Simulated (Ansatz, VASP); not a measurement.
# ScIr2 in two plane-wave programs

One calculation is typed for both programs; each brings its own data sets and cutoff. How far apart do they land?

Program: Ansatz 0.2.0. Level of theory: plane waves, with VASP 6.6.1 beside it; relaxation of cell and atoms at PBEsol. Results are calculated unless marked as measured.

### 1. Starting point

It takes space group Fd-3m (No. 227, cubic). The conventional cell has a = 7.348 Å, b = 7.348 Å, c = 7.348 Å, α = 90.00°, β = 90.00°, γ = 90.00°. Nearest to Ir lie 6 Ir at 2.60 Å and 6 Sc at 3.05 Å. Sc has 12 Ir at 3.05 Å and 4 Sc at 3.18 Å nearest. Farther neighbours are not listed.

### 2. Ansatz: relaxation of cell and atoms, PBEsol

Ansatz runs on its default PAW (the set named soft_2) files.

The relaxed volume is the usual yardstick between codes: its relative difference is about their pressure difference at one cell divided by the bulk modulus.

Input file input.yaml:

```yaml
crystal:
  lattice:
    - [0.0, 3.674, 3.674]
    - [3.674, 0.0, 3.674]
    - [3.674, 3.674, 0.0]
  atoms:
    - { symbol: Ir, position: [0.125, 0.625, 0.125] }
    - { symbol: Ir, position: [0.125, 0.125, 0.625] }
    - { symbol: Ir, position: [0.625, 0.125, 0.125] }
    - { symbol: Ir, position: [0.125, 0.125, 0.125] }
    - { symbol: Sc, position: [0.75, 0.75, 0.75] }
    - { symbol: Sc, position: [0.5, 0.5, 0.5] }
hamiltonian:
  xc: pbesol
  pseudopotentials: { kind: paw }
kpoints:
  mp_grid: { grid: [5, 5, 5] }
scf:
  occupations: { method: gaussian, width: 0.1 }
relax:
  f_tol: 0.01
  max_steps: 60
  cell: { stress_tol: 0.05 }
output:
  forces: true
  stress: true
  write_density: true
  write_potential: true
  elf: true
  volumetric_format: npy
```

Started as:

```
$ ansatz run input.yaml --threads 4 --pin off --max-ram 9216MiB --backend cpu --events-out ev --progress --plain --runs-dir out
```

Numbers of over 12 decimals in the logs are rounded to 6 here.

What it wrote:

```text
Engine: ansatz 0.2.0, x86_64-unknown-linux-gnu
Pseudopotentials: kind: paw
Pseudopotential: Ir, paw, valence charge 17, recommended cutoff 420 eV (normal), Ir.paw.azcp
Pseudopotential: Sc, paw, valence charge 11, recommended cutoff 420 eV (normal), Sc.paw.azcp
Functional definition: PBEsol
  exchange = pbesol_x
  correlation = pbesol_c
Crystal: 6 atoms, lattice volume = 99.185 Å³
Basis set: ecut = 420 eV, 1917 PW (Γ), exchange–correlation on 72×72×72 points (8 copies of the dense FFT grid, shifted against one another)
Bands: 54, of which v1, the nominal top of the filled ones, is band 45 counted from 1 (44 counted from 0)
Symmetry: 48 space group operations
Space group: Fd-3m (ITA 227), of the structure as read, at distance tolerance 4.6e-5 Å
k-points: 10 of 125
Non-local potential: Ir, projectors of the file, l = 0: 3, l = 1: 2, l = 2: 2, l = 3: 1
Non-local potential: Sc, projectors of the file, l = 0: 3, l = 1: 2, l = 2: 3, l = 3: 1
PAW form: soft (Blöchl's): semilocal exchange-correlation on the pseudo side does not see the compensation charge
PAW frozen core: Ir, regenerated for the run's functional, and the local potential with it (the file was generated under x = pbe(κ = 0.804, μ = 0.219515), c = pbe(β = 0.066725))
PAW frozen core: Sc, regenerated for the run's functional, and the local potential with it (the file was generated under x = pbe(κ = 0.804, μ = 0.219515), c = pbe(β = 0.066725))
PAW one-centre angular grid: Ir, 590 points (default); XC on 64 Gauss nodes
PAW one-centre angular grid: Sc, 590 points (default); XC on 64 Gauss nodes
Initial density: superposition of atomic densities (neutral atoms: chi_scale 0, normalization atom), corrected by the library's trained network
Initial wavefunctions: pseudopotential atomic-orbital guess
Functional: x = pbesol(κ = 0.804, μ = 0.123457), c = pbesol(β = 0.046)
SCF iter   1: F=—  HF=-51423.232672 eV  |F-HF|=—  |Δ(HF+E_count)|=         —  Δρ=6.21e-3  dr2=2.49e-2  ethr=1.77e-3  ⟨swp⟩=4.1  Hψ=1655  notcnv=0
preconditioner: auto → Kerker (q_TF=auto, 2.684 Å⁻¹)  [metal: Δε(μ)=0.006 eV  Ē_g=5.121 eV  σ=0.100 eV  W_gap=0.04  n_scr=26 (ndim 8)  ℏωp=24.2 eV  f_vac=0.000  D(μ)=3.60/eV (n_scr^D=26)]
SCF iter   2: F=—  HF=-51423.229248 eV  |F-HF|=—  |Δ(HF+E_count)|=   3.42e-3  Δρ=3.20e-3  dr2=6.20e-3  ethr=2.77e-5  ⟨swp⟩=2.4  Hψ=837  notcnv=0
SCF iter   3: F=—  HF=-51423.227693 eV  |F-HF|=—  |Δ(HF+E_count)|=   1.55e-3  Δρ=4.54e-4  dr2=1.17e-4  ethr=6.89e-6  ⟨swp⟩=2.0  Hψ=787  notcnv=0
SCF iter   4: F=—  HF=-51423.227689 eV  |F-HF|=—  |Δ(HF+E_count)|=   3.56e-6  Δρ=1.09e-4  dr2=1.90e-5  ethr=1.30e-7  ⟨swp⟩=2.1  Hψ=913  notcnv=0
SCF iter   5: F=—  HF=-51423.227682 eV  |F-HF|=—  |Δ(HF+E_count)|=   7.48e-6  Δρ=2.72e-5  dr2=5.94e-7  ethr=2.11e-8  ⟨swp⟩=2.0  Hψ=625  notcnv=0
SCF iter   6: F=-51423.227682 eV  HF=-51423.227682 eV  |F-HF|=2.54e-8  |Δ(HF+E_count)|=   1.21e-7  Δρ=7.02e-6  dr2=4.14e-8  ethr=1.11e-10  ⟨swp⟩=7.0  Hψ=2878  notcnv=0
SCF 1 converged in 6 iterations: F = -51423.227682 eV  dr2 = 4.14e-8
  greatest PAW one-centre occupation: 1.000 electrons in one spin orbital (limit 2), on the Ir atom at site 3 (counted from 0), in its partial waves of l = 0
relax step   1: F+E_penalty+E_count = -51423.22768164 eV  Δ(F+E_penalty+E_count) = +0.000e0 eV  max|allowed force component| = 7.710e-18 eV/Å  Δτ_max = 0.0000 Å  P = -2.214 GPa  Ω = 99.185 Å³  (6 SCF iters, dr2 threshold 1.00e-7 eV, accepted)
[...]
relax step   2: F+E_penalty+E_count = -51423.21679785 eV  Δ(F+E_penalty+E_count) = +1.088e-2 eV  max|allowed force component| = 4.163e-17 eV/Å  Δτ_max = 0.0000 Å  P = +3.867 GPa  Ω = 96.717 Å³  energy of the carried Pulay correction = +7.462e-4 eV  (6 SCF iters, dr2 threshold 6.00e-7 eV, rejected (line search))
[...]
relax step   3: F+E_penalty+E_count = -51423.23449892 eV  Δ(F+E_penalty+E_count) = -6.817e-3 eV  max|allowed force component| = 1.542e-17 eV/Å  Δτ_max = 0.0000 Å  P = -0.064 GPa  Ω = 98.272 Å³  energy of the carried Pulay correction = +2.739e-4 eV  (7 SCF iters, accepted)
[...]
relax step   4: F+E_penalty+E_count = -51423.23451231 eV  Δ(F+E_penalty+E_count) = -1.339e-5 eV  max|allowed force component| = 2.236e-17 eV/Å  Δτ_max = 0.0000 Å  P = +0.001 GPa  Ω = 98.246 Å³  energy of the carried Pulay correction = +2.820e-4 eV  (6 SCF iters, accepted)
[...]
relax step   5: F+E_penalty+E_count = -51423.23420936 eV  Δ(F+E_penalty+E_count) = +3.030e-4 eV  max|allowed force component| = 3.392e-17 eV/Å  Δτ_max = 0.0000 Å  P = +0.006 GPa  Ω = 98.246 Å³  stress off target by 6.44e-3 GPa  SCF on the basis re-selected at this cell (its energy is not comparable with the rows above)  (8 SCF iters)
basis re-selected at this cell: Δ(F+E_penalty+E_count) = +3.030e-4 eV, ΔP = +0.005 GPa vs the last step (what re-selecting the basis moved, of the pressure what is left beyond the Pulay correction that the steps carried, after the strain that the cell walked since its last selection, with what the two solves' SCF thresholds leave and, on support functions, any second-order correction that the steps lacked; it is no m [...]
SCF converged after 8 iterations
Free energy (F): -51423.234209 eV
Harris-Foulkes:  -51423.234209 eV  (|F-HF|=7.28e-12)
Internal energy: -51423.216322 eV  (E = F + TS)
E sigma→0 (E₀):  -51423.225266 eV
Entropy (-TS):   -0.017888 eV (-2.981 meV/atom)
Fermi energy:    19.299391 eV
--- Per-component energies (eV) ---
  E_band       = -857.668271
  E_kinetic    = 3017.636202
  E_local      = -7261.803912  (includes V_loc(G=0)·N_el)
  E_nonlocal   = 470.364179
  E_hartree    = 2772.715668
  E_xc         = -1275.388564
  E_vxc        = -1459.481863  (∫ρ·V_xc dr)
  E_paw        = -38218.809285  (= ΣΔE_a)
  E_vpaw       = -1169.814458  (= ΣTr[D̂ρ^β])
  E_aug_tail   = 0.000245  (compensation charges beyond the density's cutoff)
  E_ewald      = -10929.250044
  E_core_change = 1.319189  (= ΣΔE_core)
  E_smearing   = -0.017888  (= −TS)
  E_closure    = 0.000000  (closes the sum)
  Σ components = -51423.234209   (vs F -51423.234209, Δ=0.00e0)
--- Forces (eV/Å), atoms counted from 1 ---
  atom   1  Ir    -0.00000000     0.00000000    -0.00000000
  atom   2  Ir    -0.00000000     0.00000000     0.00000000
  atom   3  Ir    -0.00000000     0.00000000     0.00000000
  atom   4  Ir     0.00000000     0.00000000     0.00000000
  atom   5  Sc     0.00000000     0.00000000     0.00000000
  atom   6  Sc    -0.00000000     0.00000000    -0.00000000
  max |Σ_I F_I| component: 9.25e-18 eV/Å
--- Stress (GPa, compression-positive) ---
        0.006438       0.000000       0.000000
        0.000000       0.006438       0.000000
        0.000000       0.000000       0.006438
  P = ⅓ Tr σ = 0.0064 GPa (0.064 kbar)
--- Band table (eV; the first three rows and the last of 10) ---
  k-point 0: bands = [... 41 lower, 18.7013, 18.7349, 18.7349, 18.9934, 18.9934, 18.9934, 20.6155, 21.3722, ... 5 higher]
  k-point 1: bands = [... 41 lower, 18.6249, 18.6543, 19.1113, 19.1113, 19.6555, 19.6555, 19.7056, 21.0496, ... 5 higher]
  k-point 2: bands = [... 41 lower, 18.5272, 18.5803, 19.0322, 19.0322, 20.1362, 20.2008, 20.2008, 20.3395, ... 5 higher]
  k-point 9: bands = [... 41 lower, 17.8137, 18.0308, 18.1089, 19.0919, 19.7741, 20.0818, 20.2262, 20.8282, ... 5 higher]
--- Relaxed structure (4 steps of the walk, 3 accepted, 1 SCFs on fresh bases) ---
  F+E_penalty+E_count = -51423.23420936 eV   max|allowed force component| = 3.392e-17 eV/Å   (the final SCF, on the basis selected at the relaxed cell)
  cell:  # Å, volume = 98.2455 Å³
    - [0, 3.662359, 3.662359]
    - [3.662359, 0, 3.662359]
    - [3.662359, 3.662359, 0]
  atoms:
    - { symbol: Ir, position: [0.125, 0.625000, 0.125000] }
    - { symbol: Ir, position: [0.125, 0.125, 0.625000] }
    - { symbol: Ir, position: [0.625000, 0.125, 0.125000] }
    - { symbol: Ir, position: [0.125, 0.125, 0.125] }
    - { symbol: Sc, position: [0.750000, 0.750000, 0.750000] }
    - { symbol: Sc, position: [0.5, 0.5, 0.5] }
```

Wall time 4.1 s (4 threads of Intel Xeon 6975P-C (Granite Rapids), shared host); peak memory 0.5 GiB.

### 3. VASP: relaxation of cell and atoms, PBEsol

The same cell, functional, mesh and smearing now go to VASP, with its own data sets and cutoff.

Lines of VASP's logs that name or quote its potential files are left out, and so is its time.

Input file INCAR:

```
SYSTEM = ScIr2
PREC = Accurate
ENCUT = 350
EDIFF = 1E-06
NELM = 120
ISMEAR = 0
SIGMA = 0.1
LREAL = .FALSE.
ALGO = Normal
GGA = PS
NBANDS = 35
LORBIT = 11
LWAVE = .FALSE.
LCHARG = .FALSE.
KPAR = 3
IBRION = 2
NSW = 40
ISIF = 3
EDIFFG = -0.02
POTIM = 0.4
```

Input file POSCAR:

```
ScIr2
1.0
    0.0000000000      3.6740000000      3.6740000000
    3.6740000000      0.0000000000      3.6740000000
    3.6740000000      3.6740000000      0.0000000000
Ir Sc
4 2
Direct
    0.1250000000      0.6250000000      0.1250000000
    0.1250000000      0.1250000000      0.6250000000
    0.6250000000      0.1250000000      0.1250000000
    0.1250000000      0.1250000000      0.1250000000
    0.7500000000      0.7500000000      0.7500000000
    0.5000000000      0.5000000000      0.5000000000
```

Input file KPOINTS:

```
Automatic mesh
0
Gamma
5 5 5
0 0 0
```

PAW data sets: Ir and Sc_sv (PBE family, release 64).

Started as:

```
$ mpirun -np 3 vasp_std
```

What it wrote:

```text
[banner, memory and clock lines left out]
running    3 mpi-ranks, on    1 nodes
 distrk:  each k-point on    1 cores,    3 groups
 distr:  one band on    1 cores,    1 groups

 POSCAR found type information on POSCAR IrSc
 POSCAR found :  2 types and       6 ions
|                                                                             |
|               ----> ADVICE to this user running VASP <----                  |
|                                                                             |
|     You enforced a specific xc type in the INCAR file but a different       |
|     [... a line on the potential file left out ...]
|     I HOPE YOU KNOW WHAT YOU ARE DOING!                                     |
|                                                                             |

 LDA part: xc-table for (Slater+PW92), standard interpolation
 POSCAR, INCAR and KPOINTS ok, starting setup
 FFT: planning ... GRIDC
 FFT: planning ... GRID_SOFT
 FFT: planning ... GRID
 WAVECAR not read
 entering main loop
       N       E                     dE             d eps       ncg     rms          rms(c)
DAV:   1     0.665680590940E+03    0.66568E+03   -0.21078E+04   732   0.129E+03
DAV:   2     0.177311749630E+02   -0.64795E+03   -0.63846E+03   708   0.539E+02
DAV:   3    -0.551658238910E+02   -0.72897E+02   -0.70094E+02  1160   0.164E+02
DAV:   4    -0.610517565488E+02   -0.58859E+01   -0.56741E+01  1152   0.521E+01
DAV:   5    -0.612513090987E+02   -0.19955E+00   -0.19404E+00  1096   0.813E+00    0.290E+01
DAV:   6    -0.576207852137E+02    0.36305E+01   -0.67305E+00  1069   0.250E+01    0.116E+01
DAV:   7    -0.569447011569E+02    0.67608E+00   -0.29181E+00   992   0.139E+01    0.191E+00
DAV:   8    -0.569014372768E+02    0.43264E-01   -0.46623E-01  1160   0.552E+00    0.142E+00
DAV:   9    -0.568797011564E+02    0.21736E-01   -0.11962E-01  1128   0.343E+00    0.555E-01
DAV:  10    -0.568759749195E+02    0.37262E-02   -0.25638E-02  1224   0.131E+00    0.103E-01
DAV:  11    -0.568757922227E+02    0.18270E-03   -0.10814E-03  1176   0.296E-01    0.431E-02
DAV:  12    -0.568758029813E+02   -0.10759E-04   -0.12375E-04  1104   0.590E-02    0.144E-02
DAV:  13    -0.568758021972E+02    0.78410E-06   -0.15626E-05  1072   0.356E-02    0.730E-03
DAV:  14    -0.568758013177E+02    0.87958E-06   -0.50019E-07   488   0.860E-03
   1 F= -.56875801E+02 E0= -.56866785E+02  d E =-.568758E+02
 curvature:   0.00 expect dE= 0.000E+00 dE for cont linesearch  0.000E+00
 trial: gam= 0.00000 g(F)=  0.291E-47 g(S)=  0.281E-01 ort = 0.000E+00 (trialstep = 0.100E+01)
 search vector abs. value=  0.281E-01
 bond charge predicted
       N       E                     dE             d eps       ncg     rms          rms(c)
DAV:   1    -0.570877040228E+02   -0.21190E+00   -0.73170E+00   714   0.273E+01    0.427E+00
DAV:   2    -0.569184907158E+02    0.16921E+00   -0.76446E-01   953   0.912E+00    0.161E+00
DAV:   3    -0.568775241448E+02    0.40967E-01   -0.22886E-01  1076   0.472E+00    0.694E-01
DAV:   4    -0.568637512104E+02    0.13773E-01   -0.64420E-02  1020   0.181E+00    0.311E-01
DAV:   5    -0.568636731197E+02    0.78091E-04   -0.44212E-03  1136   0.664E-01    0.151E-01
DAV:   6    -0.568637151550E+02   -0.42035E-04   -0.38812E-04   932   0.111E-01    0.210E-02
DAV:   7    -0.568637141758E+02    0.97926E-06   -0.39750E-05  1088   0.480E-02    0.130E-02
DAV:   8    -0.568637137548E+02    0.42096E-06   -0.19173E-06   597   0.108E-02
   2 F= -.56863714E+02 E0= -.56854796E+02  d E =0.120876E-01
 trial-energy change:    0.012088  1 .order    0.012690   -0.028051    0.053432
 step:   0.3544(harm=  0.3443)  dis= 0.00000  next Energy=   -56.880799 (dE=-0.500E-02)
 bond charge predicted
       N       E                     dE             d eps       ncg     rms          rms(c)
DAV:   1    -0.569739256287E+02   -0.11021E+00   -0.30599E+00   708   0.177E+01    0.243E+00
DAV:   2    -0.569053279738E+02    0.68598E-01   -0.33138E-01   955   0.603E+00    0.121E+00
DAV:   3    -0.568877265289E+02    0.17601E-01   -0.11729E-01  1078   0.325E+00    0.529E-01
DAV:   4    -0.568808332265E+02    0.68933E-02   -0.32433E-02   966   0.129E+00    0.211E-01
DAV:   5    -0.568808813301E+02   -0.48104E-04   -0.26773E-03  1026   0.496E-01    0.952E-02
DAV:   6    -0.568808751625E+02    0.61675E-05   -0.21625E-04  1120   0.105E-01    0.211E-02
DAV:   7    -0.568808765728E+02   -0.14102E-05   -0.10882E-05  1016   0.273E-02    0.955E-03
DAV:   8    -0.568808767750E+02   -0.20229E-06   -0.67994E-07   474   0.769E-03
   3 F= -.56880877E+02 E0= -.56871892E+02  d E =-.507546E-02
 curvature:  -0.17 expect dE=-0.145E-06 dE for cont linesearch -0.145E-06
 trial: gam=-0.00546 g(F)=  0.522E-47 g(S)=  0.845E-06 ort = 0.154E-03 (trialstep = 0.871E+00)
 search vector abs. value=  0.125E-09
 reached required accuracy - stopping structural energy minimisation
```

(Continued in part 2 of 2.)

[Lines on the potential files, build, host, timing and source positions are cut from VASP's logs without a mark.]

[Logs are printed without paths, hosts, clocks, repeated set-up lines and the standing remarks that a program may print on its own settings, such as how far it seeks lower states.]

[Hosts, paths, dates, database ids (printed as entryN), source tags and the programs' standing remarks are cut or masked in the printed files.]
